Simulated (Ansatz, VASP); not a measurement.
# SnTe: VASP beside Ansatz

Wanted: the spread between two codes on one cell, functional and k mesh. The cell is taken from a series of runs on this material, whose earlier steps may have relaxed, scaled, displaced or heated it; both programs get it as it stands.

Calculated with Ansatz 0.2.0; plane waves, with VASP 6.6.1 beside it; zone-centre phonons at PBEsol.

## Step 1: Set-up

The structure is orthorhombic, space group Immm (No. 71). Conventional cell: a = 4.420 Å, b = 4.491 Å, c = 6.288 Å, α = 90.00°, β = 90.00°, γ = 90.00°. Nearest to Sn lie 6 Te at 3.14 to 3.15 Å. Nearest to Te lie 6 Sn at 3.14 to 3.15 Å. Farther neighbours and most contacts between anions are not listed.

Structure file:

```cif
data_structure
_symmetry_space_group_name_H-M 'Immm'
_symmetry_Int_Tables_number 71
_cell_length_a 4.4203
_cell_length_b 4.4909
_cell_length_c 6.2881
_cell_angle_alpha 90.000
_cell_angle_beta 90.000
_cell_angle_gamma 90.000
_cell_volume 124.83
loop_
_atom_site_label
_atom_site_type_symbol
_atom_site_symmetry_multiplicity
_atom_site_Wyckoff_symbol
_atom_site_fract_x
_atom_site_fract_y
_atom_site_fract_z
_atom_site_occupancy
Sn1 Sn 2 a 0.00000 0.00000 0.00000 1
Te1 Te 2 c 0.00000 0.00000 0.50000 1
```

## Step 2: VASP: zone-centre phonons, PBEsol

Second derivatives magnify differences that forces hide, and they need a tight electronic threshold.

Lines of VASP's logs that name or quote its potential files are left out, and so is its time.

The input, INCAR:

```
SYSTEM = SnTe
PREC = Accurate
ENCUT = 500
EDIFF = 1E-08
NELM = 120
ISMEAR = 0
SIGMA = 0.01
LREAL = .FALSE.
ALGO = Normal
GGA = PS
NBANDS = 16
LORBIT = 11
LWAVE = .FALSE.
LCHARG = .FALSE.
ISIF = 2
IBRION = 8
LASPH = .TRUE.
GGA_COMPAT = .FALSE.
KPAR = 2
```

The input, POSCAR:

```
SnTe
1.0
    0.0249794828      3.1505928784      3.1440521562
    3.1505928784      0.0249794828      3.1440521562
    3.1755723611      3.1755723611     -0.0000000001
Sn Te
1 1
Direct
    0.0000000000      0.0000000000      0.0000000000
    0.5000000000      0.5000000000      0.5000000000
```

The input, KPOINTS:

```
Automatic mesh
0
Gamma
12 12 12
0 0 0
```

Potentials, in the order of the species: Sn_d and Te (PBE family, release 64).

Command:

```console
> mpirun -np 2 vasp_std
```

Numbers of over 12 decimals in the logs are rounded to 6 here.

The program printed:

```text
[banner, memory and clock lines left out]
running    2 mpi-ranks, on    1 nodes
 distrk:  each k-point on    1 cores,    2 groups
 distr:  one band on    1 cores,    1 groups

 POSCAR found type information on POSCAR SnTe
 POSCAR found :  2 types and       2 ions
|                                                                             |
|               ----> ADVICE to this user running VASP <----                  |
|                                                                             |
|     You enforced a specific xc type in the INCAR file but a different       |
|     [... a line on the potential file left out ...]
|     I HOPE YOU KNOW WHAT YOU ARE DOING!                                     |
|                                                                             |

 LDA part: xc-table for (Slater+PW92), standard interpolation
 POSCAR, INCAR and KPOINTS ok, starting setup
 FFT: planning ... GRIDC
 FFT: planning ... GRID_SOFT
 FFT: planning ... GRID
 WAVECAR not read
 entering main loop
       N       E                     dE             d eps       ncg     rms          rms(c)
DAV:   1     0.120857568243E+03    0.12086E+03   -0.94451E+03  9040   0.139E+03
DAV:   2     0.163125911034E+01   -0.11923E+03   -0.11659E+03  9776   0.344E+02
DAV:   3    -0.812405616426E+01   -0.97553E+01   -0.97068E+01 11352   0.868E+01
DAV:   4    -0.838276798079E+01   -0.25871E+00   -0.25866E+00 10784   0.154E+01
DAV:   5    -0.839414826415E+01   -0.11380E-01   -0.11380E-01 13248   0.299E+00    0.472E+00
DAV:   6    -0.834079279780E+01    0.53355E-01   -0.12069E-01 12760   0.279E+00    0.295E+00
DAV:   7    -0.833864693073E+01    0.21459E-02   -0.44623E-02 11728   0.133E+00    0.709E-01
DAV:   8    -0.833809068375E+01    0.55625E-03   -0.67178E-03 11480   0.721E-01    0.147E-01
DAV:   9    -0.833815172308E+01   -0.61039E-04   -0.53271E-04 12416   0.216E-01    0.343E-02
DAV:  10    -0.833813561456E+01    0.16109E-04   -0.62670E-05 11816   0.739E-02    0.197E-02
DAV:  11    -0.833813511042E+01    0.50414E-06   -0.26436E-05 12104   0.434E-02    0.233E-02
DAV:  12    -0.833813495302E+01    0.15740E-06   -0.19586E-06 11304   0.110E-02    0.117E-02
DAV:  13    -0.833813481892E+01    0.13410E-06   -0.10559E-07 12048   0.225E-03    0.672E-03
DAV:  14    -0.833813479257E+01    0.26356E-07   -0.13203E-07 11936   0.444E-03    0.214E-03
DAV:  15    -0.833813475132E+01    0.41248E-07   -0.20337E-08  9496   0.716E-04    0.808E-04
DAV:  16    -0.833813476074E+01   -0.94228E-08   -0.82308E-10  5856   0.189E-04
   1 F= -.83381348E+01 E0= -.83381348E+01  d E =-.300628E-09
 Linear response reoptimize wavefunctions to high precision
DAV:   1    -0.833813478049E+01   -0.19747E-07   -0.18468E-10  6704   0.125E-04
DAV:   2    -0.833813478050E+01   -0.77307E-11   -0.30207E-11  5720   0.482E-05
 Linear response DOF=           4
 Linear response progress:
  Degree of freedom:   1/  4
       N       E                     dE             d eps       ncg     rms          rms(c)
RMM:   1    -0.215395394597E+00   -0.21540E+00    0.29514E-01 18404   0.104E+01
RMM:   2    -0.220582542703E+00   -0.51871E-02   -0.11992E-02 27074   0.867E-01    0.790E-02
RMM:   3    -0.220422818992E+00    0.15972E-03   -0.93748E-04 30003   0.244E-01    0.424E-02
RMM:   4    -0.220131572580E+00    0.29125E-03   -0.85050E-05 29912   0.736E-02    0.855E-03
RMM:   5    -0.220119132455E+00    0.12440E-04   -0.80227E-06 30903   0.226E-02    0.365E-03
RMM:   6    -0.220124113138E+00   -0.49807E-05   -0.12855E-06 30380   0.769E-03    0.133E-03
RMM:   7    -0.220123827683E+00    0.28546E-06   -0.33411E-07 31136   0.300E-03    0.719E-04
RMM:   8    -0.220120873855E+00    0.29538E-05    0.20956E-07 30291   0.131E-03    0.156E-04
RMM:   9    -0.220121005683E+00   -0.13183E-06    0.28600E-07 31975   0.591E-04    0.207E-04
RMM:  10    -0.220120738355E+00    0.26733E-06    0.46377E-07 31383   0.296E-04    0.156E-04
RMM:  11    -0.220120827115E+00   -0.88760E-07    0.31766E-07 33115   0.157E-04    0.287E-04
RMM:  12    -0.220120429110E+00    0.39801E-06    0.16367E-07 30140   0.115E-04    0.111E-04
RMM:  13    -0.220120293097E+00    0.13601E-06    0.70885E-08 31551   0.698E-05    0.289E-05
RMM:  14    -0.220120268761E+00    0.24336E-07    0.30568E-08 32323   0.450E-05    0.220E-05
RMM:  15    -0.220120198639E+00    0.70122E-07    0.12351E-08 29617   0.374E-05    0.117E-06
RMM:  16    -0.220120182262E+00    0.16378E-07    0.43751E-09 29805   0.315E-05    0.268E-06
RMM:  17    -0.220120184902E+00   -0.26399E-08   -0.71390E-10 20424   0.283E-05    0.118E-06
 first order change of Fermi-energy  -0.12852E-03
 force on displaced ion       1 direction 1 :  -0.155   0.100   0.000
 Linear response progress:
  Degree of freedom:   2/  4
       N       E                     dE             d eps       ncg     rms          rms(c)
RMM:   1    -0.215434128416E+00   -0.21543E+00    0.29355E-01 10844   0.103E+01
RMM:   2    -0.220606697603E+00   -0.51726E-02   -0.12001E-02 15845   0.865E-01    0.803E-02
RMM:   3    -0.220440479988E+00    0.16622E-03   -0.93340E-04 17481   0.243E-01    0.431E-02
RMM:   4    -0.220144205895E+00    0.29627E-03   -0.85701E-05 17506   0.736E-02    0.847E-03
RMM:   5    -0.220132674477E+00    0.11531E-04   -0.78959E-06 18016   0.224E-02    0.363E-03
RMM:   6    -0.220137715235E+00   -0.50408E-05   -0.12898E-06 17650   0.770E-03    0.132E-03
RMM:   7    -0.220137295572E+00    0.41966E-06   -0.34618E-07 18216   0.301E-03    0.723E-04
RMM:   8    -0.220134292956E+00    0.30026E-05    0.25734E-07 17663   0.132E-03    0.157E-04
RMM:   9    -0.220134495856E+00   -0.20290E-06    0.53625E-07 18683   0.595E-04    0.217E-04
RMM:  10    -0.220134192016E+00    0.30384E-06    0.58357E-07 18303   0.297E-04    0.153E-04
RMM:  11    -0.220134171547E+00    0.20469E-07    0.43974E-07 19639   0.154E-04    0.176E-04
RMM:  12    -0.220134171236E+00    0.31145E-09    0.22297E-07 18331   0.979E-05    0.300E-04
RMM:  13    -0.220133725242E+00    0.44599E-06    0.93460E-08 16755   0.797E-05    0.369E-05
RMM:  14    -0.220133476089E+00    0.24915E-06    0.49423E-08 18273   0.594E-05    0.118E-04
RMM:  15    -0.220133543869E+00   -0.67780E-07    0.13650E-08 18365   0.357E-05    0.755E-05
RMM:  16    -0.220133690240E+00   -0.14637E-06    0.82183E-09 16539   0.344E-05    0.224E-05
RMM:  17    -0.220133692290E+00   -0.20503E-08    0.29711E-09 18245   0.257E-05    0.284E-05
 first order change of Fermi-energy   0.31142E-03
 force on displaced ion       1 direction 3 :  -0.000  -0.000  -0.212
 Linear response progress:
  Degree of freedom:   3/  4
       N       E                     dE             d eps       ncg     rms          rms(c)
RMM:   1    -0.468917312984E-01   -0.46892E-01    0.67246E-02 32885   0.862E-01
RMM:   2    -0.474410757012E-01   -0.54934E-03   -0.19706E-03 28727   0.215E-01    0.621E-02
RMM:   3    -0.476204604228E-01   -0.17938E-03   -0.16316E-04 29157   0.620E-02    0.467E-02
RMM:   4    -0.478849601995E-01   -0.26450E-03   -0.24062E-05 28866   0.309E-02    0.586E-03
RMM:   5    -0.478959221916E-01   -0.10962E-04   -0.10044E-06 29689   0.724E-03    0.308E-03
RMM:   6    -0.478931316488E-01    0.27905E-05   -0.99585E-08 28875   0.213E-03    0.658E-04
RMM:   7    -0.478927186396E-01    0.41301E-06   -0.15845E-08 29557   0.482E-04    0.137E-04
RMM:   8    -0.478926494100E-01    0.69230E-07    0.14479E-08 29440   0.163E-04    0.273E-05
RMM:   9    -0.478925298371E-01    0.11957E-06    0.36559E-07 31074   0.569E-05    0.188E-05
RMM:  10    -0.478926049470E-01   -0.75110E-07    0.13956E-07 31583   0.226E-05    0.314E-06
RMM:  11    -0.478925830336E-01    0.21913E-07    0.36958E-08 29084   0.152E-05    0.111E-06
RMM:  12    -0.478925849583E-01   -0.19247E-08   -0.22614E-08 22668   0.115E-05    0.562E-07
 first order change of Fermi-energy   0.13685E-03
 force on displaced ion       2 direction 1 :  -0.146   0.084   0.000
 Linear response progress:
  Degree of freedom:   4/  4
       N       E                     dE             d eps       ncg     rms          rms(c)
RMM:   1    -0.468820832924E-01   -0.46882E-01    0.67655E-02 19154   0.864E-01
RMM:   2    -0.474471332773E-01   -0.56505E-03   -0.19746E-03 16850   0.215E-01    0.631E-02
RMM:   3    -0.476269543653E-01   -0.17982E-03   -0.16270E-04 17071   0.618E-02    0.472E-02
RMM:   4    -0.478942072427E-01   -0.26725E-03   -0.24170E-05 16887   0.310E-02    0.583E-03
RMM:   5    -0.479041146650E-01   -0.99074E-05   -0.10258E-06 17430   0.732E-03    0.308E-03
RMM:   6    -0.479013253730E-01    0.27893E-05   -0.94352E-08 16882   0.213E-03    0.666E-04
RMM:   7    -0.479009538464E-01    0.37153E-06    0.40675E-09 17348   0.485E-04    0.138E-04
RMM:   8    -0.479008784856E-01    0.75361E-07    0.13565E-08 17227   0.163E-04    0.275E-05
RMM:   9    -0.479007514565E-01    0.12703E-06    0.39364E-07 18133   0.555E-05    0.194E-05
RMM:  10    -0.479008274552E-01   -0.75999E-07    0.11709E-07 18408   0.211E-05    0.315E-06
RMM:  11    -0.479008075155E-01    0.19940E-07    0.78114E-09 17046   0.134E-05    0.107E-06
RMM:  12    -0.479008087299E-01   -0.12144E-08   -0.58643E-08 13088   0.961E-06    0.464E-07
 first order change of Fermi-energy  -0.30159E-03
 force on displaced ion       2 direction 3 :  -0.000  -0.000  -0.192
 Linear response finished
```

Parts of OUTCAR (step 2):

```text
ion  position               nearest neighbor table
   1  0.000  0.000  0.000-   2 3.14   2 3.14   2 3.15   2 3.15   2 3.15   2 3.15
   2  0.500  0.500  0.500-   1 3.14   1 3.14   1 3.15   1 3.15   1 3.15   1 3.15

  LATTYP: Found a body centered orthorhombic cell.
 ALAT       =     4.4202848548
 B/A-ratio  =     1.0159837316
 C/A-ratio  =     1.4225563553

 Subroutine GETGRP returns: Found  8 space group operations
 (whereof  8 operations were pure point group operations)

The static configuration has the point symmetry D_2h.

 Found    280 irreducible k-points:

   k-points           NKPTS =    280   k-points in BZ     NKDIM =    280   number of bands    NBANDS=     16

   dimension x,y,z NGX =    32 NGY =   32 NGZ =   36
   dimension x,y,z NGXF=    64 NGYF=   64 NGZF=   72

   ENCUT  =  500.0 eV  36.75 Ry    6.06 a.u.   8.12  8.12  8.19*2*pi/ulx,y,z

   NELECT =      20.0000    total number of electrons

 k-points in reciprocal lattice and weights: Automatic mesh
   0.00000000  0.00000000  0.00000000       0.001
   0.08333333  0.00000000 -0.00000000       0.002
   0.16666667 -0.00000000 -0.00000000       0.002
   0.25000000 -0.00000000  0.00000000       0.002
   0.33333333 -0.00000000 -0.00000000       0.002
   0.41666667 -0.00000000  0.00000000       0.002
   0.50000000 -0.00000000  0.00000000       0.001
   0.08333333  0.08333333  0.00000000       0.001
   0.16666667  0.08333333 -0.00000000       0.002
[...]
0.25000000  0.25000000  0.50000000       0.001
  -0.25000000  0.25000000  0.50000000       0.001

 average (electrostatic) potential at core
       1-100.3806       2 -87.6766

  Total       -0.1038130     -0.1038130      0.0027935     -0.1064285      0.0000000      0.0000000
  in kB       -2.6649257     -2.6649257      0.0717106     -2.7320691      0.0000000      0.0000000
  external PRESSURE =      -1.7527136 kB  Pullay stress =       0.0000000 kB

  energy-cutoff  :      500.00
  volume of cell :       62.41
      direct lattice vectors                 reciprocal lattice vectors
     0.024979483  3.150592878  3.144052156    -0.159968600  0.159968600  0.159030441
     3.150592878  0.024979483  3.144052156     0.159968600 -0.159968600  0.159030441
     3.175572361  3.175572361 -0.000000000     0.157451931  0.157451931 -0.159030441

 POSITION                                       TOTAL-FORCE (eV/Angst)
 -----------------------------------------------------------------------------------
      0.00000      0.00000      0.00000         0.000000      0.000000      0.000000
      3.17557      3.17557      3.14405        -0.000000     -0.000000     -0.000000
 -----------------------------------------------------------------------------------
    total drift:                                0.000000     -0.000000     -0.000000

 Eigenvectors and eigenvalues of the dynamical matrix
 ----------------------------------------------------

   1 f  =    0.981907 THz     6.169506 2PiTHz   32.752906 cm-1     4.060841 meV
             X         Y         Z           dx          dy          dz
      0.000000  0.000000  0.000000    -0.521021    0.521021   -0.000000
      3.175572  3.175572  3.144052     0.478055   -0.478055    0.000000

   2 f  =    0.896367 THz     5.632037 2PiTHz   29.899571 cm-1     3.707073 meV
             X         Y         Z           dx          dy          dz
      0.000000  0.000000  0.000000     0.000000    0.000000    0.736702
      3.175572  3.175572  3.144052    -0.000000   -0.000000   -0.676217

   3 f  =    0.483050 THz     3.035095 2PiTHz   16.112824 cm-1     1.997735 meV
             X         Y         Z           dx          dy          dz
      0.000000  0.000000  0.000000     0.493078    0.493078   -0.000000
      3.175572  3.175572  3.144052    -0.506828   -0.506828    0.000000

   4 f/i=    0.015366 THz     0.096549 2PiTHz    0.512565 cm-1     0.063550 meV
             X         Y         Z           dx          dy          dz
      0.000000  0.000000  0.000000    -0.506828   -0.506828    0.000000
      3.175572  3.175572  3.144052    -0.493078   -0.493078    0.000000

   5 f/i=    0.022173 THz     0.139320 2PiTHz    0.739628 cm-1     0.091702 meV
             X         Y         Z           dx          dy          dz
      0.000000  0.000000  0.000000     0.000000    0.000000    0.676217
      3.175572  3.175572  3.144052     0.000000    0.000000    0.736702

   6 f/i=    0.024483 THz     0.153833 2PiTHz    0.816674 cm-1     0.101255 meV
             X         Y         Z           dx          dy          dz
      0.000000  0.000000  0.000000     0.478055   -0.478055    0.000000
      3.175572  3.175572  3.144052     0.521021   -0.521021    0.000000

 ELASTIC MODULI CONTR FROM IONIC RELAXATION (kBar)
 Direction    XX          YY          ZZ          XY          YZ          ZX
 --------------------------------------------------------------------------------
 XX           0.0000      0.0000      0.0000      0.0000      0.0000      0.0000
 YY           0.0000      0.0000      0.0000      0.0000      0.0000      0.0000
 ZZ           0.0000      0.0000      0.0000      0.0000      0.0000      0.0000
 XY           0.0000      0.0000      0.0000      0.0000      0.0000      0.0000
 YZ           0.0000      0.0000      0.0000      0.0000      0.0000      0.0000
 ZX           0.0000      0.0000      0.0000      0.0000      0.0000      0.0000
 --------------------------------------------------------------------------------
```

The gap is read on the k-mesh alone, so it is an upper bound where the band edges lie off the mesh. Energies printed during the response cycles are not total energies of the cell. The PAW data sets were made with PBE, which is usual practice but a small mismatch for other functionals.

(Part 1 of 2 ends here.)

[Lines on the potential files, build, host, timing and source positions are cut from VASP's logs without a mark.]

[Logs are printed without paths, hosts, clocks, repeated set-up lines and the standing remarks that a program may print on its own settings, such as how far it seeks lower states.]

[Hosts, paths, dates, database ids (printed as entryN), source tags and the programs' standing remarks are cut or masked in the printed files.]
